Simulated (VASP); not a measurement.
```yaml
crystal:
  lattice:
    - [3.78223, 0.00000, 0.00000]
    - [0.00000, 3.78223, 0.00000]
    - [0.00000, 0.00000, 5.34109]
  atoms:
    - { symbol: Mg, position: [0.50000, 0.50000, 0.50000] }
    - { symbol: Cd, position: [0.00000, 0.00000, 0.00000] }
    - { symbol: S, position: [0.00000, 0.00000, 0.50000] }
    - { symbol: S, position: [0.50000, 0.50000, 0.00000] }
```

These are r2SCAN meta-GGA with spin-orbit coupling, VASP's PBE PAW potentials (set 64) (plane waves; VASP) values and carry that method's errors. Numerical set-up: 400 eV cut-off, 5×5×4 Γ-centred mesh, Gaussian smearing of 0.050 eV, potentials Mg Cd S.

Q: What does the run give for the energy per atom (σ→0), band gap (over mesh and band path) with the smallest direct gap where there is one?

A: 
```json
{
  "band gap (over mesh and band path)": "0.70 eV",
  "smallest direct gap (over mesh and band path)": "1.96 eV",
  "energy per atom (σ→0)": "-11.231 eV/atom"
}
```

The absolute energy has meaning only against runs of the same code, potentials and settings.

The structure comes from a computed database's MgCdS2 entry (P4/mmm); how it stands against other phases isn't given here. It was relaxed first.
